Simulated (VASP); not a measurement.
## Vibrations of Sb: a test of the settings

How far do the zone-centre frequencies of Sb depend on the numerical settings? The starting structure is a measured crystal structure from the Crystallography Open Database.

Program: VASP 6.6.1. Level of theory: Kohn-Sham DFT with plane waves and PAW; LDA. Results are calculated unless marked as measured.

## (1) Starting point

The structure is trigonal, space group R-3m (No. 166). Conventional cell: a = 4.301 Å, b = 4.301 Å, c = 11.222 Å, α = 90.00°, β = 90.00°, γ = 120.00°. Sb has 3 Sb at 2.90 Å nearest.

Structure file:

```cif
data_structure
_symmetry_space_group_name_H-M 'P 1'
_symmetry_Int_Tables_number 1
_cell_length_a 4.4898
_cell_length_b 4.4898
_cell_length_c 4.4898
_cell_angle_alpha 57.233
_cell_angle_beta 57.233
_cell_angle_gamma 57.233
_cell_volume 59.92
loop_
_atom_site_label
_atom_site_type_symbol
_atom_site_fract_x
_atom_site_fract_y
_atom_site_fract_z
_atom_site_occupancy
Sb1 Sb 0.76638 0.76638 0.76638 1
Sb2 Sb 0.23362 0.23362 0.23362 1
```

## (2) Reference modes

The cell comes from a relaxation at this level, not shown (58.47 Å³).

File INCAR:

```
SYSTEM = Sb
PREC = Accurate
ENCUT = 450
EDIFF = 1E-08
NELM = 100
ISMEAR = 1
SIGMA = 0.15
LREAL = .FALSE.
ALGO = Normal
GGA = CA
NBANDS = 11
LORBIT = 11
LWAVE = .FALSE.
LCHARG = .FALSE.
KPAR = 2
IBRION = 8
ISIF = 2
```

File POSCAR:

```
Sb
1.0
    2.1512680898      1.2420352108      3.6473188251
   -2.1512680898      1.2420352108      3.6473188251
    0.0000000000     -2.4840704215      3.6473188251
Sb
2
Direct
    0.7635730203      0.7635730203      0.7635730203
    0.2364269797      0.2364269797      0.2364269797
```

File KPOINTS:

```
Automatic mesh
0
Gamma
12 12 12
0 0 0
```

PAW data sets: Sb (LDA family, release 64).

Started as:

```console
mpirun -np 2 vasp_std
```

What it wrote:

```text
[banner, memory and clock lines left out]
running    2 mpi-ranks, on    1 nodes
 distrk:  each k-point on    1 cores,    2 groups
 distr:  one band on    1 cores,    1 groups

 POSCAR found type information on POSCAR Sb
 POSCAR found :  1 types and       2 ions
 LDA part: xc-table for (Slater(with rela. corr.)+CA(PZ))
 , standard interpolation
 POSCAR, INCAR and KPOINTS ok, starting setup
 FFT: planning ... GRIDC
 FFT: planning ... GRID_SOFT
 FFT: planning ... GRID
 WAVECAR not read
 entering main loop
       N       E                     dE             d eps       ncg     rms          rms(c)
DAV:   1     0.339303294811E+02    0.33930E+02   -0.33448E+03  4158   0.641E+02
DAV:   2    -0.777557235830E+01   -0.41706E+02   -0.40396E+02  5580   0.110E+02
DAV:   3    -0.963431182773E+01   -0.18587E+01   -0.18277E+01  5025   0.262E+01
DAV:   4    -0.965214158521E+01   -0.17830E-01   -0.17824E-01  4711   0.305E+00
DAV:   5    -0.965234698840E+01   -0.20540E-03   -0.20540E-03  4866   0.369E-01    0.322E+00
DAV:   6    -0.963716552182E+01    0.15181E-01   -0.32623E-03  4659   0.311E-01    0.191E+00
DAV:   7    -0.962858514457E+01    0.85804E-02   -0.70433E-03  4533   0.451E-01    0.554E-02
DAV:   8    -0.962859730290E+01   -0.12158E-04   -0.18622E-04  4689   0.984E-02    0.172E-02
DAV:   9    -0.962860094002E+01   -0.36371E-05   -0.13119E-05  4758   0.223E-02    0.584E-03
DAV:  10    -0.962860058244E+01    0.35757E-06   -0.15743E-06  4722   0.694E-03    0.917E-04
DAV:  11    -0.962860060957E+01   -0.27122E-07   -0.14911E-07  4746   0.233E-03    0.358E-04
DAV:  12    -0.962860061002E+01   -0.45418E-09   -0.88487E-09  2787   0.523E-04
   1 F= -.96286006E+01 E0= -.96290274E+01  d E =0.128026E-02
 Linear response reoptimize wavefunctions to high precision
DAV:   1    -0.962860061026E+01   -0.24244E-09   -0.14092E-09  3555   0.259E-04
DAV:   2    -0.962860061029E+01   -0.22396E-10   -0.11039E-10  2424   0.815E-05
 Linear response DOF=           2
 Linear response progress:
  Degree of freedom:   1/  2
       N       E                     dE             d eps       ncg     rms          rms(c)
RMM:   1    -0.260275171598E-01   -0.26028E-01    0.21554E-02 39041   0.121E+00
RMM:   2    -0.256792775285E-01    0.34824E-03   -0.17101E-03 30113   0.252E-01    0.496E-02
RMM:   3    -0.256803371180E-01   -0.10596E-05   -0.19081E-05 31718   0.414E-02    0.292E-02
RMM:   4    -0.257288661180E-01   -0.48529E-04    0.27451E-08 31917   0.202E-02    0.235E-03
RMM:   5    -0.257371933641E-01   -0.83272E-05    0.12245E-06 32491   0.381E-03    0.103E-03
RMM:   6    -0.257389984278E-01   -0.18051E-05   -0.16490E-07 30875   0.920E-04    0.314E-04
RMM:   7    -0.257381685211E-01    0.82991E-06   -0.19244E-07 33046   0.236E-04    0.888E-05
RMM:   8    -0.257381246530E-01    0.43868E-07   -0.65941E-08 33739   0.487E-05    0.198E-05
RMM:   9    -0.257381118154E-01    0.12838E-07    0.12950E-09 33591   0.141E-05    0.201E-06
RMM:  10    -0.257380992911E-01    0.12524E-07   -0.50875E-10 33832   0.573E-06    0.747E-07
RMM:  11    -0.257381053400E-01   -0.60489E-08   -0.13238E-09 21813   0.341E-06    0.128E-07
 first order change of Fermi-energy  -0.21107E-04
 force on displaced ion       1 direction 1 :  -1.815  -0.000  -0.000
 Linear response progress:
  Degree of freedom:   2/  2
       N       E                     dE             d eps       ncg     rms          rms(c)
RMM:   1    -0.270145107694E-01   -0.27015E-01    0.14689E-02  8168   0.122E+00
RMM:   2    -0.257651814716E-01    0.12493E-02   -0.17256E-03  6495   0.261E-01    0.482E-02
RMM:   3    -0.256692253956E-01    0.95956E-04   -0.46063E-05  6906   0.450E-02    0.287E-02
RMM:   4    -0.256028299728E-01    0.66395E-04   -0.25416E-05  6733   0.249E-02    0.690E-03
RMM:   5    -0.256105779817E-01   -0.77480E-05   -0.50987E-07  6951   0.518E-03    0.243E-03
RMM:   6    -0.256123981536E-01   -0.18202E-05   -0.10903E-08  7037   0.108E-03    0.800E-04
RMM:   7    -0.256116932296E-01    0.70492E-06   -0.19851E-08  7086   0.327E-04    0.207E-04
RMM:   8    -0.256117242774E-01   -0.31048E-07   -0.33221E-09  7211   0.557E-05    0.257E-05
RMM:   9    -0.256117435840E-01   -0.19307E-07    0.40265E-10  7217   0.211E-05    0.139E-05
RMM:  10    -0.256117386291E-01    0.49548E-08   -0.53851E-10  7261   0.789E-06    0.308E-06
 first order change of Fermi-energy   0.12668E+00
 force on displaced ion       1 direction 3 :   0.000  -0.000  -4.564
 Linear response finished
```

Elapsed: 7 min, on 2 MPI ranks of AMD EPYC 7R43, shared host; peak memory 1.7 GiB; 14 min of CPU time.

Lines that name or quote the potential files are left out of all logs, and their timing lines are given in words.

OUTCAR, selected parts (step 2):

```text
ion  position               nearest neighbor table
   1  0.764  0.764  0.764-   2 2.92   2 2.92   2 2.92   2 3.27   2 3.27   2 3.27
   2  0.236  0.236  0.236-   1 2.92   1 2.92   1 2.92   1 3.27   1 3.27   1 3.27

  LATTYP: Found a trigonal (rhomboedric) cell.
 ALAT       =     4.4128834645
 COS(alpha) =     0.5246930674

 Subroutine GETGRP returns: Found 12 space group operations
 (whereof 12 operations were pure point group operations)

The static configuration has the point symmetry D_3d.

 Found    189 irreducible k-points:

   k-points           NKPTS =    189   k-points in BZ     NKDIM =    189   number of bands    NBANDS=     11

   dimension x,y,z NGX =    32 NGY =   32 NGZ =   32
   dimension x,y,z NGXF=    64 NGYF=   64 NGZF=   64

   ENCUT  =  450.0 eV  33.07 Ry    5.75 a.u.   7.63  7.63  7.63*2*pi/ulx,y,z

   NELECT =      10.0000    total number of electrons

 k-points in reciprocal lattice and weights: Automatic mesh
   0.00000000  0.00000000  0.00000000       0.001
   0.08333333  0.00000000  0.00000000       0.003
   0.16666667  0.00000000 -0.00000000       0.003
   0.25000000  0.00000000  0.00000000       0.003
   0.33333333  0.00000000  0.00000000       0.003
   0.41666667  0.00000000 -0.00000000       0.003
   0.50000000  0.00000000  0.00000000       0.002
   0.08333333  0.08333333  0.00000000       0.003
   0.16666667  0.08333333 -0.00000000       0.007
[...]
-0.41666667  0.50000000  0.41666667       0.003
   0.50000000  0.50000000  0.50000000       0.001

 average (electrostatic) potential at core
       1 -86.3895       2 -86.3895

  Total        0.0004727      0.0004727      0.0026228      0.0000000      0.0000000      0.0000000
  in kB        0.0129523      0.0129523      0.0718664      0.0000000      0.0000000      0.0000000
  external PRESSURE =       0.0325903 kB  Pullay stress =       0.0000000 kB

  energy-cutoff  :      450.00
  volume of cell :       58.47
      direct lattice vectors                 reciprocal lattice vectors
     2.151268090  1.242035211  3.647318825     0.232421055  0.134188359  0.091391334
    -2.151268090  1.242035211  3.647318825    -0.232421055  0.134188359  0.091391334
     0.000000000 -2.484070421  3.647318825     0.000000000 -0.268376718  0.091391334

 POSITION                                       TOTAL-FORCE (eV/Angst)
 -----------------------------------------------------------------------------------
      0.00000      0.00000      8.35498         0.000000     -0.000000     -0.001318
      0.00000      0.00000      2.58697         0.000000      0.000000      0.001318
 -----------------------------------------------------------------------------------
    total drift:                                0.000000     -0.000000      0.000000

 Eigenvectors and eigenvalues of the dynamical matrix
 ----------------------------------------------------

   1 f  =    4.280440 THz    26.894799 2PiTHz  142.780115 cm-1    17.702470 meV
             X         Y         Z           dx          dy          dz
      0.000000  0.000000  8.354983    -0.000000    0.000000    0.707107
      0.000000  0.000000  2.586974     0.000000   -0.000000   -0.707107

   2 f  =    2.699470 THz    16.961270 2PiTHz   90.044625 cm-1    11.164106 meV
             X         Y         Z           dx          dy          dz
      0.000000  0.000000  8.354983    -0.000005   -0.707107    0.000000
      0.000000  0.000000  2.586974     0.000005    0.707107   -0.000000

   3 f  =    2.699470 THz    16.961270 2PiTHz   90.044625 cm-1    11.164106 meV
             X         Y         Z           dx          dy          dz
      0.000000  0.000000  8.354983     0.707107   -0.000005    0.000000
      0.000000  0.000000  2.586974    -0.707107    0.000005   -0.000000

   4 f  =    0.000000 THz     0.000000 2PiTHz    0.000001 cm-1     0.000000 meV
             X         Y         Z           dx          dy          dz
      0.000000  0.000000  8.354983    -0.663313    0.243524    0.026688
      0.000000  0.000000  2.586974    -0.663313    0.243524    0.026688

   5 f/i=    0.000000 THz     0.000000 2PiTHz    0.000001 cm-1     0.000000 meV
             X         Y         Z           dx          dy          dz
      0.000000  0.000000  8.354983    -0.238857   -0.625765   -0.226638
      0.000000  0.000000  2.586974    -0.238857   -0.625765   -0.226638

   6 f/i=    0.000000 THz     0.000000 2PiTHz    0.000002 cm-1     0.000000 meV
             X         Y         Z           dx          dy          dz
      0.000000  0.000000  8.354983    -0.054435   -0.221617    0.669270
      0.000000  0.000000  2.586974    -0.054435   -0.221617    0.669270

 ELASTIC MODULI CONTR FROM IONIC RELAXATION (kBar)
 Direction    XX          YY          ZZ          XY          YZ          ZX
 --------------------------------------------------------------------------------
 XX         -78.6436    -70.9139   -133.0219     -0.0000     27.7627      0.0000
 YY         -70.9139    -78.6436   -133.0219      0.0000    -27.7627     -0.0000
 ZZ        -133.0219   -133.0219   -236.6291      0.0000     -0.0000     -0.0000
 XY          -0.0000      0.0000      0.0000     -3.8649      0.0000     26.2286
 YZ          27.7627    -27.7627     -0.0000      0.0000   -199.4293     -0.0000
 ZX           0.0000     -0.0000     -0.0000     26.2286     -0.0000   -177.9989
 --------------------------------------------------------------------------------
```

Energies printed during the response cycles are not total energies of the cell.

Reference: the zone-centre modes are A1g 142.8, Eg 90.0 cm⁻¹.

## (3) Modes with a 7×7×7 mesh

Against step 2 the input has a 7×7×7 mesh.

INCAR is that of step 2.

POSCAR is that of step 2.

File KPOINTS:

```
Automatic mesh
0
Gamma
7 7 7
0 0 0
```

Started as:

```console
mpirun -np 2 vasp_std
```

What it wrote:

```text
[... set-up lines as in an earlier step ...]
 entering main loop
       N       E                     dE             d eps       ncg     rms          rms(c)
DAV:   1     0.334160155174E+02    0.33416E+02   -0.33295E+03   968   0.640E+02
DAV:   2    -0.789730091587E+01   -0.41313E+02   -0.40015E+02  1320   0.109E+02
DAV:   3    -0.965295647207E+01   -0.17557E+01   -0.17406E+01  1188   0.258E+01
DAV:   4    -0.966930352923E+01   -0.16347E-01   -0.16338E-01  1058   0.295E+00
[...]
DAV:   9    -0.964677213150E+01   -0.25564E-05   -0.53499E-06  1103   0.158E-02    0.447E-03
DAV:  10    -0.964677203102E+01    0.10047E-06   -0.60247E-07  1046   0.427E-03    0.247E-03
DAV:  11    -0.964677202536E+01    0.56606E-08   -0.50934E-08  1109   0.125E-03
   1 F= -.96467720E+01 E0= -.96472564E+01  d E =0.145315E-02
 Linear response reoptimize wavefunctions to high precision
DAV:   1    -0.964677202564E+01   -0.27302E-09   -0.45256E-09  1088   0.373E-04
DAV:   2    -0.964677202569E+01   -0.52751E-10   -0.41470E-10   553   0.133E-04
 Linear response DOF=           2
 Linear response progress:
[...]
RMM:   8    -0.258284395947E-01    0.87694E-07   -0.20118E-07  6672   0.519E-05    0.196E-05
RMM:   9    -0.258284132305E-01    0.26364E-07    0.31179E-08  6602   0.173E-05    0.179E-06
RMM:  10    -0.258284103707E-01    0.28598E-08    0.18333E-09  6694   0.906E-06    0.687E-07
 first order change of Fermi-energy  -0.34061E-04
 force on displaced ion       1 direction 1 :  -1.642   0.000   0.000
 Linear response progress:
  Degree of freedom:   2/  2
       N       E                     dE             d eps       ncg     rms          rms(c)
RMM:   1    -0.269187295358E-01   -0.26919E-01    0.15584E-02  1879   0.122E+00
RMM:   2    -0.257872521838E-01    0.11315E-02   -0.17106E-03  1517   0.259E-01    0.473E-02
RMM:   3    -0.256984627489E-01    0.88789E-04   -0.44249E-05  1584   0.444E-02    0.281E-02
RMM:   4    -0.256363233736E-01    0.62139E-04   -0.22550E-05  1541   0.235E-02    0.665E-03
[...]
RMM:   8    -0.256447842661E-01   -0.24025E-07   -0.31500E-09  1660   0.571E-05    0.259E-05
RMM:   9    -0.256447959240E-01   -0.11658E-07   -0.43152E-10  1676   0.205E-05    0.873E-06
RMM:  10    -0.256447879161E-01    0.80079E-08   -0.74831E-10  1687   0.107E-05    0.486E-06
 first order change of Fermi-energy   0.77035E+00
 force on displaced ion       1 direction 3 :   0.000  -0.000  -4.519
 Linear response finished
```

It took 90 s on 2 MPI ranks; peak memory 0.54 GiB.

OUTCAR, selected parts (step 3):

```text
  Total        0.0535390      0.0535390      0.0274729      0.0000000      0.0000000      0.0000000
  in kB        1.4669901      1.4669901      0.7527677      0.0000000      0.0000000      0.0000000
  external PRESSURE =       1.2289160 kB  Pullay stress =       0.0000000 kB

 POSITION                                       TOTAL-FORCE (eV/Angst)
 -----------------------------------------------------------------------------------
      0.00000      0.00000      8.35498         0.000000      0.000000      0.046031
      0.00000      0.00000      2.58697         0.000000     -0.000000     -0.046031
 -----------------------------------------------------------------------------------
    total drift:                                0.000000     -0.000000      0.000000

[... 1 part as in an earlier step ...]

[... 1 further part left out ...]
```

With a 7×7×7 mesh the modes are A1g 142.1, Eg 85.6 cm⁻¹; the largest shift is -4.4 cm⁻¹, in Eg, from the reference.

## (4) Modes with a cutoff of 170 eV

Against step 2 the input has ENCUT = 170.

INCAR: that of step 3 with these lines changed.

```diff
@@ -2,3 +2,3 @@
 PREC = Accurate
-ENCUT = 450
+ENCUT = 170
 EDIFF = 1E-08
```

POSCAR is that of step 3.

File KPOINTS:

```
Automatic mesh
0
Gamma
12 12 12
0 0 0
```

Started as:

```console
mpirun -np 2 vasp_std
```

What it wrote:

```text
[... set-up lines as in an earlier step ...]
 entering main loop
       N       E                     dE             d eps       ncg     rms          rms(c)
DAV:   1     0.117499500174E+02    0.11750E+02   -0.19318E+03  4166   0.289E+02
DAV:   2    -0.892986880809E+01   -0.20680E+02   -0.19921E+02  5427   0.745E+01
DAV:   3    -0.963497899694E+01   -0.70511E+00   -0.70170E+00  4923   0.146E+01
DAV:   4    -0.963829310056E+01   -0.33141E-02   -0.33120E-02  4586   0.115E+00
[...]
DAV:  10    -0.961483351948E+01    0.34106E-06   -0.15830E-06  4668   0.674E-03    0.147E-03
DAV:  11    -0.961483353672E+01   -0.17243E-07   -0.14117E-07  4665   0.212E-03    0.359E-04
DAV:  12    -0.961483353749E+01   -0.77279E-09   -0.87678E-09  2772   0.479E-04
   1 F= -.96148335E+01 E0= -.96152588E+01  d E =0.127577E-02
 Linear response reoptimize wavefunctions to high precision
DAV:   1    -0.961483353772E+01   -0.22408E-09   -0.12861E-09  3106   0.222E-04
DAV:   2    -0.961483353772E+01   -0.96634E-12   -0.10619E-10  2385   0.666E-05
 Linear response DOF=           2
 Linear response progress:
[...]
RMM:   8    -0.253870483032E-01   -0.13428E-07   -0.25025E-08 33891   0.331E-05    0.160E-05
RMM:   9    -0.253870289758E-01    0.19327E-07    0.13752E-08 33426   0.159E-05    0.140E-06
RMM:  10    -0.253870258552E-01    0.31207E-08    0.16965E-09 30946   0.587E-06    0.799E-07
 first order change of Fermi-energy  -0.20656E-04
 force on displaced ion       1 direction 1 :  -1.855  -0.000  -0.000
 Linear response progress:
  Degree of freedom:   2/  2
       N       E                     dE             d eps       ncg     rms          rms(c)
RMM:   1    -0.266377864937E-01   -0.26638E-01    0.16266E-02  8388   0.112E+00
RMM:   2    -0.254180426405E-01    0.12197E-02   -0.16229E-03  6533   0.233E-01    0.464E-02
RMM:   3    -0.253243369747E-01    0.93706E-04   -0.35578E-05  6880   0.325E-02    0.276E-02
RMM:   4    -0.252612036284E-01    0.63133E-04   -0.27539E-05  6702   0.254E-02    0.743E-03
[...]
RMM:   8    -0.252688068003E-01   -0.49260E-07   -0.28203E-09  7218   0.398E-05    0.218E-05
RMM:   9    -0.252688255414E-01   -0.18741E-07   -0.10349E-09  7308   0.173E-05    0.165E-05
RMM:  10    -0.252688197036E-01    0.58378E-08   -0.16418E-09  6968   0.755E-06    0.285E-06
 first order change of Fermi-energy   0.11941E+00
 force on displaced ion       1 direction 3 :   0.000  -0.000  -4.588
 Linear response finished
```

Run time: 2.2 min. Hardware: 2 MPI ranks; peak memory 0.53 GiB; 4.3 min of CPU time.

OUTCAR, selected parts (step 4):

```text
  Total       -0.0330949     -0.0330949     -0.0346691      0.0000000     -0.0000000      0.0000000
  in kB       -0.9068148     -0.9068148     -0.9499490      0.0000000     -0.0000000      0.0000000
  external PRESSURE =      -0.9211929 kB  Pullay stress =       0.0000000 kB

 POSITION                                       TOTAL-FORCE (eV/Angst)
 -----------------------------------------------------------------------------------
      0.00000      0.00000      8.35498         0.000000     -0.000000     -0.007305
      0.00000      0.00000      2.58697         0.000000      0.000000      0.007305
 -----------------------------------------------------------------------------------
    total drift:                               -0.000000     -0.000000      0.000000

[... 1 part as in an earlier step ...]

[... 1 further part left out ...]
```

With a cutoff of 170 eV the modes are A1g 143.2, Eg 91.0 cm⁻¹; the largest shift is +1.0 cm⁻¹, in Eg, from the reference.

[end of part 1 of 2]

[Lines on the potential files, build, host, timing and source positions are cut from VASP's logs without a mark.]

[Logs are printed without paths, hosts, clocks, repeated set-up lines and the standing remarks that a program may print on its own settings, such as how far it seeks lower states.]

[Hosts, paths, dates, database ids (printed as entryN), source tags and the programs' standing remarks are cut or masked in the printed files.]
